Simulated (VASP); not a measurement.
Consider the following.

```xyz
5
Lattice="3.9973 0.0000 0.0000 0.0000 3.9973 0.0000 0.0000 0.0000 4.2246" Properties=species:S:1:pos:R:3 pbc="T T T"
Ba     0.0000     0.0000     0.0456
Ti     1.9987     1.9987     2.2380
O      1.9987     1.9987     4.0535
O      0.0000     1.9987     2.0362
O      1.9987     0.0000     2.0362
```

Computed with PBE GGA, VASP's PBE PAW potentials (set 64) (plane waves; VASP). Settings: 520 eV cut-off, 6×6×6 Γ-centred mesh, tetrahedra with Blöchl corrections, potentials Ba_sv Ti_sv O.

### Question
The job: BaTiO$_{3}$ (tetragonal perovskite), 5 atoms, PBE, static run, 520 eV, 6×6×6 Γ-centred mesh. Roughly how much core time does it take on a busy server core?

### Answer
About 30 core-seconds (one run on a shared machine, a rough figure). It had 40 irreducible k-points, 24 bands, up to 1840 plane waves and 18 electronic steps.

The compound is BaTiO3 in the tetragonal perovskite structure. It was relaxed first.
